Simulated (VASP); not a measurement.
Data:

```yaml
crystal:
  lattice:
    - [-2.91161, 2.91161, 1.58037]
    - [2.91161, -2.91161, 1.58037]
    - [2.91161, 2.91161, -1.58037]
  atoms:
    - { symbol: Sn, position: [0.25000, 0.75000, 0.50000] }
    - { symbol: Sn, position: [0.00000, 0.00000, 0.00000] }
```

Method: AM05 GGA, VASP's PBE PAW potentials (set 64) (plane waves; VASP). Numerical set-up: 520 eV cut-off, Gaussian smearing of 0.050 eV, potentials Sn_d.

Question: Give the energies of bands 11 to 17 at the high-symmetry points, in eV from the Fermi level.

Answer: 
```tsv
band	Γ	X	M	Z	P	N
11	-11.24	-8.97	-7.60	-6.49	-5.96	-6.93
12	-3.64	-8.97	-7.60	-5.60	-5.96	-5.44
13	-2.02	0.58	-4.90	-3.10	-3.60	-2.32
14	-2.02	0.58	-4.90	-2.98	-3.60	-1.74
15	2.89	1.56	5.15	-2.98	3.63	-1.14
16	6.27	1.56	5.15	3.17	3.63	2.21
17	6.27	6.13	9.48	5.62	4.01	2.88
```

It has no gap at this level: it comes out as a metal or semimetal.

The compound is Sn in the beta structure. It was relaxed first.
